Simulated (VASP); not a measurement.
BaOs: relaxation of cell and atoms with PBE

Crystal: BaOs.

```
CELL_PARAMETERS angstrom
3.53286 0.00000 0.00000
-1.76643 3.05955 0.00000
0.00000 0.00000 5.07696
ATOMIC_POSITIONS crystal
Ba 0.33333 0.66667 0.50000
Os 0.00000 0.00000 0.00000
```

The cell was built by a generator and needn't be a form met in nature.

| Item | Value |
| --- | --- |
| Program | VASP 6.6.1 |
| Task | relaxation of cell and atoms |
| Functional | PBE |
| Potentials or basis | VASP PAW PBE potentials, release 64 (Ba_sv, Os) |
| Cutoff | 600 eV |
| k mesh | 6 × 6 × 4 |
| Occupations | gaussian, width 0.1 eV |
| Spin | no spin polarisation |
| Dipole correction | no |
| Further INCAR settings | ALGO = Normal; EDIFF = 1e-06; IBRION = 2; EDIFFG = -0.04; NSW = 90; ISIF = 3 |

```yaml
Relaxed_volume: 23.98 Å³/atom
Relaxed_cell: a = 3.235 Å, b = 3.235 Å, c = 5.293 Å, α = 90.00°, β = 90.00°, γ = 120.00°
Space_group_after_relaxing_to_0.05_Å: P-6m2 (No. 187)
Energy_gained_by_relaxing: 68.7 meV/atom
Ionic_steps: 10
Pressure_after_relaxing: 0.0 GPa
Band_gap_on_the_k_mesh: none (metal or under the smearing width)
```

Stress tensor (GPa, compression positive):
```
 0.03  0.00  0.00
 0.00  0.03  0.00
 0.00  0.00 -0.05
```

The path:
```csv
step,energy change (eV),largest force (eV/Å),pressure (GPa),volume (Å³)
1,0.0000,0.0000,-3.93,54.88
2,-0.0616,0.0000,1.30,49.70
3,-0.0630,0.0000,0.51,50.32
4,-0.1093,0.0000,0.68,49.06
5,-0.0800,0.0000,4.59,45.03
6,-0.1321,0.0000,1.40,47.41
7,-0.1321,0.0000,1.77,46.97
8,-0.1328,0.0000,1.61,47.16
9,-0.1276,0.0000,-2.08,49.16
10,-0.1374,0.0000,0.00,47.96
```

Final structure:
```
CELL_PARAMETERS angstrom
3.23473 0.00000 0.00000
-1.61736 2.80136 0.00000
0.00000 0.00000 5.29274
ATOMIC_POSITIONS crystal
Ba 0.33333 0.66667 0.50000
Os 0.00000 0.00000 0.00000
```

Levels at points of the mesh, in eV from the Fermi level:
| k point | band 6 | band 7 | band 8 | band 9 | band 10 | band 11 | band 12 | band 13 |
| --- | --- | --- | --- | --- | --- | --- | --- | --- |
| (0.00, 0.00, 0.00) | -1.91 | -0.89 | -0.89 | 0.19 | 0.19 | 1.05 | 3.23 | 3.23 |
| (0.50, 0.00, 0.00) | -2.16 | -2.05 | -0.54 | 0.53 | 0.89 | 1.10 | 1.38 | 3.76 |
| (0.00, 0.00, 0.50) | -0.97 | -0.97 | -0.40 | -0.28 | 0.07 | 0.07 | 1.15 | 3.76 |
| (0.50, 0.00, 0.50) | -2.29 | -2.06 | -0.76 | -0.02 | 1.37 | 1.48 | 3.17 | 5.15 |

It took 3.3 min on 1 thread of Intel(R) Xeon(R) Platinum 8375C CPU @ 2.90GHz (Ice Lake) (shared host), peak memory 0.2 GiB.

The run has no spin-orbit coupling, so splittings on Ba, Os are missing.
